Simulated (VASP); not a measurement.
Crystal: Al3BiO3.

```
Al Bi O
1.0
     8.70000    0.00000    0.00000
    -4.35000    7.53442    0.00000
     0.00000    0.00000    3.05000
Al Bi O
6 2 6
Direct
  0.59500 0.82600 0.25000
  0.82600 0.23100 0.75000
  0.23100 0.40500 0.25000
  0.40500 0.17400 0.75000
  0.76900 0.59500 0.75000
  0.17400 0.76900 0.25000
  0.66667 0.33333 0.75000
  0.33333 0.66667 0.25000
  0.67000 0.96900 0.75000
  0.96900 0.29900 0.25000
  0.29900 0.33000 0.75000
  0.33000 0.03100 0.25000
  0.70100 0.67000 0.25000
  0.03100 0.70100 0.75000
```

The cell was built by a generator and needn't be a form met in nature.

| Property | Result |
| --- | --- |
| Program | VASP 6.6.1 |
| Task | relaxation of cell and atoms |
| Functional | PBE |
| Potentials or basis | VASP PAW PBE potentials, release 64 (Al, Bi_d, O) |
| Cutoff | 520 eV |
| k mesh | 2 × 2 × 5 |
| Occupations | gaussian, width 0.15 eV |
| Spin | no spin polarisation |

At the start: pressure 50.6 GPa; volume 14.28 Å³/atom.

**Question.** How do energy, volume and symmetry change on relaxing?

**Answer.** Over 16 steps the energy falls by 1733.0 meV/atom and the volume is 17.91 Å³/atom (+25.4 %); space group P6_3/m (No. 176, to 0.05 Å).

Step by step:
```tsv
step	energy change (eV)	largest force (eV/Å)	pressure (GPa)	volume (Å³)
1	0.0000	16.4848	50.63	199.93
2	-9.1988	2.4427	-18.33	354.19
3	-20.2947	1.7678	-4.46	260.75
4	-20.3833	1.7559	-4.11	258.06
5	-20.4660	1.7614	0.05	245.00
6	-20.5092	1.7451	-1.42	249.53
7	-21.3788	1.5505	-0.82	245.90
8	-22.2207	2.0826	6.09	235.18
9	-22.3669	1.1300	2.05	239.64
10	-22.4316	1.2197	2.73	238.23
11	-23.1506	1.0728	1.29	244.99
12	-24.0242	0.2679	-4.27	261.84
13	-24.2227	0.3109	0.01	250.38
14	-24.2409	0.2913	-1.03	252.88
15	-24.2590	0.1237	0.41	249.85
16	-24.2625	0.0278	0.11	250.70
```

Final structure:
```cif
data_structure
_symmetry_space_group_name_H-M 'P 1'
_symmetry_Int_Tables_number 1
_cell_length_a 9.5595
_cell_length_b 9.5595
_cell_length_c 3.1678
_cell_angle_alpha 90.000
_cell_angle_beta 90.000
_cell_angle_gamma 120.000
_cell_volume 250.70
loop_
_atom_site_label
_atom_site_type_symbol
_atom_site_fract_x
_atom_site_fract_y
_atom_site_fract_z
_atom_site_occupancy
Al1 Al 0.66514 0.86762 0.25000 1
Al2 Al 0.86762 0.20249 0.75000 1
Al3 Al 0.20249 0.33486 0.25000 1
Al4 Al 0.33486 0.13238 0.75000 1
Al5 Al 0.79751 0.66514 0.75000 1
Al6 Al 0.13238 0.79751 0.25000 1
Bi1 Bi 0.66667 0.33333 0.75000 1
Bi2 Bi 0.33333 0.66667 0.25000 1
O1 O 0.74105 0.98205 0.75000 1
O2 O 0.98205 0.24100 0.25000 1
O3 O 0.24100 0.25895 0.75000 1
O4 O 0.25895 0.01795 0.25000 1
O5 O 0.75900 0.74105 0.25000 1
O6 O 0.01795 0.75900 0.75000 1
```

Caveat: the k mesh is coarse (spacing up to 0.42 Å⁻¹), so the values aren't converged; the volume moved by over 15 % at a fixed basis, so the end points are rough.
